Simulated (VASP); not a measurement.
Consider the following.

```
CELL_PARAMETERS angstrom
      3.01626     0.00000     0.00000
      0.00000     3.01626     0.00000
      0.00000     0.00000     3.01626
ATOMIC_POSITIONS crystal
  Al 0.50000 0.50000 0.50000
  Ru 0.00000 0.00000 0.00000
```

Computed with revPBE GGA, VASP's PBE PAW potentials (set 64) (plane waves; VASP). Settings: 520 eV cut-off, Gaussian smearing of 0.050 eV, potentials Al Ru_pv.

### Question
Give the energies of bands 4 to 11 at the high-symmetry points, in eV from the Fermi level.

### Answer

| band | Γ | X | M | R |
|---|---|---|---|---|
| 4 | -9.49 | -5.69 | -5.87 | -4.47 |
| 5 | -3.41 | -5.40 | -2.93 | -4.47 |
| 6 | -3.41 | -2.63 | -1.32 | -4.47 |
| 7 | 0.19 | -1.53 | -1.32 | 1.59 |
| 8 | 0.19 | -1.53 | -1.10 | 1.59 |
| 9 | 0.19 | 0.43 | -1.10 | 2.53 |
| 10 | 6.01 | 2.23 | 1.50 | 4.10 |
| 11 | 6.01 | 7.45 | 5.19 | 4.10 |

It has no gap at this level: it comes out as a metal or semimetal.

The compound is RuAl in the CsCl type structure. It was relaxed first. The electron count is odd and the run is not spin-polarised, which forces a metal.
